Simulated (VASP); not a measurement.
# Zn4Se3S (P-43m) in VASP: further runs

Runs on Zn4Se3S. Level: PBEsol. Tasks: phonons, dielectric tensor.

All numbers are computed with VASP 6.6.1; they aren't measurements. Logs are shortened: lines on timing, memory, paths and dates and some standing lists are left out, and cuts for length are marked.

## (1) The structure

It takes space group P-43m (No. 215, cubic). The conventional cell has a = 5.571 Å, b = 5.571 Å, c = 5.571 Å, α = 90.00°, β = 90.00°, γ = 90.00°. Zn (site symmetry 3m) has 1 S at 2.35 Å and 3 Se at 2.43 Å as nearest neighbours. Around S (site symmetry -43m) lie 4 Zn at 2.35 Å. Se (site symmetry -42m) has 4 Zn at 2.43 Å as nearest neighbours.

The cell was built by a generator and needn't be a form met in nature.

## (2) Phonons, PBEsol

POSCAR

```
Zn4Se3S
1.0
    5.5705154551      0.0000000000      0.0000000000
    0.0000000000     -5.5705154551      0.0000000000
    0.0000000000      0.0000000000     -5.5705154551
  Zn              S               Se
     4     1     3
Direct
     0.0067736433750198    0.4932263566249802    0.4932263566249802
     0.4932263566249802    0.0067736433750198    0.4932263566249802
     0.4932263566249802    0.4932263566249802    0.0067736433750198
     0.0067736433750198    0.0067736433750198    0.0067736433750198
     0.2500000000000000    0.2500000000000000    0.2500000000000000
     0.7500000000000000    0.7500000000000000    0.2500000000000000
     0.7500000000000000    0.2500000000000000    0.7500000000000000
     0.2500000000000000    0.7500000000000000    0.7500000000000000
```

INCAR.step1

```
  ALGO = Normal
  EDIFF = 1E-8
  EDIFFG = -0.002
  ENCUT = 600
  GGA = PS
  IBRION = 2
  ISIF = 3
  ISMEAR = 0
  KPAR = 2
  LASPH = True
  LCHARG = False
  LREAL = False
  LWAVE = False
  NELM = 80
  NSW = 40
  PREC = Accurate
  SIGMA = 0.03
```

INCAR.step2

```
  ALGO = Normal
  EDIFF = 1E-8
  ENCUT = 600
  GGA = PS
  IBRION = 6
  ISIF = 2
  ISMEAR = 0
  KPAR = 2
  LASPH = True
  LCHARG = False
  LREAL = False
  LWAVE = False
  NELM = 80
  NFREE = 2
  NSW = 1
  POTIM = 0.015
  PREC = Accurate
  SIGMA = 0.03
```

KPOINTS

```
k-points
0
Gamma
  4 4 4
```

Potentials or basis: VASP PAW PBE potentials, release 64 (Zn, S, Se).

Command:

```bash
> cat potpaw_PBE.64/Zn/POTCAR potpaw_PBE.64/S/POTCAR potpaw_PBE.64/Se/POTCAR > POTCAR
> cp INCAR.step1 INCAR
> mpirun -np 2 vasp_std > vasp.out
> cp CONTCAR POSCAR
> cp INCAR.step2 INCAR
> mpirun -np 2 vasp_std > vasp.out
```

OUTCAR:

```text
EDIFF = 1E-8
   ENCUT = 600
   GGA = PS
   IBRION = 6
   ISIF = 2
   ISMEAR = 0
   LASPH = True
   LREAL = False
   NELM = 80
   NFREE = 2
   NSW = 1
   POTIM = 0.015
   PREC = Accurate

 ion  position               nearest neighbor table
   1  0.007  0.493  0.493-   5 2.35   6 2.43   7 2.43   8 2.43
   2  0.493  0.007  0.493-   5 2.35   6 2.43   7 2.43   8 2.43
   3  0.493  0.493  0.007-   5 2.35   6 2.43   7 2.43   8 2.43
   4  0.007  0.007  0.007-   5 2.35   6 2.43   7 2.43   8 2.43
   5  0.250  0.250  0.250-   1 2.35   2 2.35   3 2.35   4 2.35
   6  0.750  0.750  0.250-   1 2.43   2 2.43   3 2.43   4 2.43
   7  0.750  0.250  0.750-   1 2.43   2 2.43   3 2.43   4 2.43
   8  0.250  0.750  0.750-   1 2.43   2 2.43   3 2.43   4 2.43

  LATTYP: Found a simple cubic cell.
 ALAT       =     5.5697939920

  Lattice vectors:

 A1 = (   5.5697939920,   0.0000000000,   0.0000000000)
 A2 = (   0.0000000000,  -5.5697939920,   0.0000000000)
 A3 = (   0.0000000000,   0.0000000000,  -5.5697939920)

Analysis of symmetry for initial positions (statically):
=====================================================================
 Subroutine PRICEL returns:
 Original cell was already a primitive cell.

 Routine SETGRP: Setting up the symmetry group for a
 simple cubic supercell.

 Subroutine GETGRP returns: Found 24 space group operations
 (whereof  6 operations were pure point group operations)
 out of a pool of 48 trial point group operations.

The static configuration has the point symmetry C_3v.
 The point group associated with its full space group is T_d .

Analysis of symmetry for dynamics (positions and initial velocities):
=====================================================================
 Subroutine PRICEL returns:
 Original cell was already a primitive cell.

 Routine SETGRP: Setting up the symmetry group for a
 simple cubic supercell.

 Subroutine GETGRP returns: Found 24 space group operations
 (whereof  6 operations were pure point group operations)
 out of a pool of 48 trial point group operations.

The dynamic configuration has the point symmetry C_3v.
 The point group associated with its full space group is T_d .

 Subroutine INISYM returns: Found 24 space group operations
 (whereof  6 operations are pure point group operations),
 and found     1 'primitive' translations

----------------------------------------------------------------------------------------

                                     Primitive cell

  volume of cell :     172.7895

  direct lattice vectors                    reciprocal lattice vectors
     5.569793992  0.000000000  0.000000000     0.179539854  0.000000000  0.000000000
     0.000000000 -5.569793992  0.000000000     0.000000000 -0.179539854  0.000000000
     0.000000000  0.000000000 -5.569793992     0.000000000  0.000000000 -0.179539854

  length of vectors
     5.569793992  5.569793992  5.569793992     0.179539854  0.179539854  0.179539854

  position of ions in fractional coordinates (direct lattice)
     0.006778576  0.493221424  0.493221424
     0.493221424  0.006778576  0.493221424
     0.493221424  0.493221424  0.006778576
     0.006778576  0.006778576  0.006778576
     0.250000000  0.250000000  0.250000000
     0.750000000  0.750000000  0.250000000
     0.750000000  0.250000000  0.750000000
     0.250000000  0.750000000  0.750000000

  ion indices of the primitive-cell ions
   primitive index   ion index
                 1           1
                 2           2
                 3           3
                 4           4
                 5           5
                 6           6
                 7           7
                 8           8

----------------------------------------------------------------------------------------

 KPOINTS: k-points
[... 53 lines left out ...]
   EDIFF  = 0.1E-07   stopping-criterion for ELM
   LREAL  =      F    real-space projection
   EDIFFG = 0.1E-06   stopping-criterion for IOM
   NSW    =    133    number of steps for IOM
   IBRION =      6    ionic relax: 0-MD 1-quasi-New 2-CG
   NFREE  =      2    steps in history (QN), initial steepest desc. (CG)
   ISIF   =      2    stress and relaxation
   ISYM   =      2    0-nonsym 1-usesym 2-fastsym
   POTIM  = 0.0150    time-step for ionic-motion
   TEBEG  =    0.0;   TEEND  =   0.0 temperature during run
   PSTRESS=    0.0 pullay stress
   NELECT =      72.0000    total number of electrons
   NUPDOWN=      -1.0000    fix difference up-down
   EMIN   =  10.00;   EMAX   =-10.00  energy-range for DOS
   EFERMI =   0.00;   METHOD = LEGACY
   ISMEAR =     0;   SIGMA  =   0.03  broadening in eV -4-tet -1-fermi 0-gaus
   EFERMI_NEDOS =   21; number of points for ismear=-14 and -15
   IALGO  =     38    algorithm
   IMIX   =      4    mixing-type and parameters
     AMIX     =   0.40;   BMIX     =  1.00
     AMIX_MAG =   1.60;   BMIX_MAG =  1.00
  volume/ion in A,a.u.               =      21.60       145.76
  Fermi-wavevector in a.u.,A,eV,Ry     =   1.222775  2.310710 20.343139  1.495179
  Thomas-Fermi vector in A             =   2.357910
   LORBIT       =      0    0 simple, 1 ext, 2 COOP (PROOUT), +10 PAW based schemes
   GGA     = PS    functional components
   LHFCALC =     F    Hartree Fock is set to
   AEXX    =    0.0000 exact exchange contribution
   IVDW    =     0    specifies the selected vdW correction
   LEPSILON=     F    determine dielectric tensor
   LRPA    =     F    only Hartree local field effects (RPA)
 finite differences with symmetry
 non-spin polarized calculation
 Gauss-broadening in eV      SIGMA  =   0.03
  energy-cutoff  :      600.00
  volume of cell :      172.79
 maximum number of plane-waves:      5832
 NGX is ok and might be reduce to    48
   NGX = 23   NGY = 23   NGZ = 23

--------------------------------------- Ionic step        1  -------------------------------------------

 number of electron      71.9999992 magnetization

 Free energy of the ion-electron system (eV)
  ---------------------------------------------------
  ext. energy  EPLUGINS =         0.00000000
  ---------------------------------------------------
  free energy    TOTEN  =       -27.84969624 eV

  energy without entropy =      -27.84969624  energy(sigma->0) =      -27.84969624

------------------------ aborting loop because EDIFF is reached ----------------------------------------

  FORCE on cell =-STRESS in cart. coord.  units (eV):
  Direction    XX          YY          ZZ          XY          YZ          ZX
  --------------------------------------------------------------------------------------
  -------------------------------------------------------------------------------------
  Total        0.0065318      0.0065318      0.0065318     -0.0000000      0.0000000      0.0000000
  in kB        0.0605655      0.0605655      0.0605655     -0.0000000      0.0000000      0.0000000
  external PRESSURE =       0.0605655 kB  Pullay stress =       0.0000000 kB
[... 323 lines left out ...]
--------------------------------------- Ionic step        9  -------------------------------------------

 number of electron      71.9999991 magnetization

 Free energy of the ion-electron system (eV)
  ---------------------------------------------------
  ext. energy  EPLUGINS =         0.00000000
  ---------------------------------------------------
  free energy    TOTEN  =       -27.84873028 eV

  energy without entropy =      -27.84873028  energy(sigma->0) =      -27.84873028

 E-fermi :   1.9643     XC(G=0):  -9.6854

 val. band max:        1.7877961708   @ k =   0.0000   0.0000   0.0000
 cond. band min:       3.1677211699   @ k =   0.0000   0.0000   0.0000
 fundamental gap:      1.3799249991
 Fermi energy:         1.9642981720

 k-point     1 :       0.0000    0.0000    0.0000
  band No.  band energies     occupation
      1     -11.6038      2.00000
      2     -10.4851      2.00000
      3     -10.4260      2.00000
      4     -10.4260      2.00000
      5      -4.8510      2.00000
      6      -4.8502      2.00000
[... 990 lines left out ...]
  FREE ENERGIE OF THE ION-ELECTRON SYSTEM (eV)
  ---------------------------------------------------
  free  energy   TOTEN  =       -27.8487302793 eV

  energy  without entropy=      -27.8487302793  energy(sigma->0) =      -27.84873028

 INTERNAL STRAIN TENSORS FROM DISPLACED ATOMS
 ============================================

 INTERNAL STRAIN TENSOR FOR ION    1 for displacements in x,y,z  (eV/Angst):
          X           Y           Z          XY          YZ          ZX
  --------------------------------------------------------------------------------
  x    -0.48652    -0.11394    -0.11394    -0.09046     5.77188    -0.09047
  y    -0.11394    -0.48652    -0.11394    -0.09047    -0.09046     5.77188
  z    -0.11394    -0.11394    -0.48652     5.77188    -0.09047    -0.09046

 INTERNAL STRAIN TENSOR FOR ION    8 for displacements in x,y,z  (eV/Angst):
          X           Y           Z          XY          YZ          ZX
  --------------------------------------------------------------------------------
  x    -0.00000     0.00000     0.00000    -0.00000    -6.20426    -0.00000
  y     0.00000     0.00000     0.00000     0.00000     0.00000    -6.01142
  z     0.00000     0.00000     0.00000    -6.01142     0.00000     0.00000

 Eigenvectors and eigenvalues of the dynamical matrix
 ----------------------------------------------------

   1 f  =    8.608109 THz    54.086342 2PiTHz  287.135597 cm-1    35.600261 meV
             X         Y         Z           dx          dy          dz
      0.037755 -2.747142 -2.747142     0.145785    0.145924    0.146074
      2.747142 -0.037755 -2.747142     0.146860    0.147000   -0.147146
      2.747142 -2.747142 -0.037755     0.046203   -0.046639    0.046493
      0.037755 -0.037755 -0.037755     0.047279   -0.047715   -0.047565
      1.392448 -1.392448 -1.392448    -0.817877   -0.420603    0.004543
      4.177345 -4.177345 -1.392448     0.061046    0.031394   -0.000260
      4.177345 -1.392448 -4.177345     0.061046    0.024051   -0.000339
      1.392448 -4.177345 -4.177345     0.046769    0.031394   -0.000339
[... 243 lines left out ...]
  24 f/i=    0.011306 THz     0.071038 2PiTHz    0.377131 cm-1     0.046758 meV
             X         Y         Z           dx          dy          dz
      0.037755 -2.747142 -2.747142     0.183522   -0.275166    0.114451
      2.747142 -0.037755 -2.747142     0.182568   -0.276119    0.115217
      2.747142 -2.747142 -0.037755     0.185816   -0.277648    0.116746
      0.037755 -0.037755 -0.037755     0.184863   -0.276695    0.112922
      1.392448 -1.392448 -1.392448     0.129369   -0.194137    0.080655
      4.177345 -4.177345 -1.392448     0.202203   -0.303435    0.125402
      4.177345 -1.392448 -4.177345     0.202203   -0.301844    0.126063
      1.392448 -4.177345 -4.177345     0.201143   -0.303435    0.126063

 ELASTIC MODULI CONTR FROM IONIC RELAXATION (kBar)
 Direction    XX          YY          ZZ          XY          YZ          ZX
 --------------------------------------------------------------------------------
 XX          -0.9995     -0.4831     -0.4831      0.0000      0.0000     -0.0000
 YY          -0.4831     -0.9995     -0.4831      0.0000     -0.0000      0.0000
 ZZ          -0.4831     -0.4831     -0.9995      0.0000      0.0000      0.0000
 XY           0.0000      0.0000      0.0000   -215.7243     -0.0000     -0.0000
 YZ           0.0000     -0.0000     -0.0000      0.0000   -215.7243     -0.0000
 ZX          -0.0000      0.0000      0.0000     -0.0000     -0.0000   -215.7243
 --------------------------------------------------------------------------------
```

Wall time 8.9 min (2 MPI ranks of Intel Xeon Platinum 8488C (Sapphire Rapids), shared host); peak memory 0.58 GiB.

What came out:

| Item | Value |
| --- | --- |
| Highest phonon frequency at Γ, LO-TO splitting left out | 287 cm⁻¹ |

Phonon frequencies in cm⁻¹ (negative: imaginary):
```
              q point                                                                          frequencies
(0.000, 0.000, 0.000)  0 0 0 70 70 70 73 73 73 200 204 204 204 204 204 214 214 214 218 218 218 287 287 287
```

Caveat: the PAW data sets were made with another functional, which shifts forces and pressure a little.

(Part 1 of 2 ends here.)
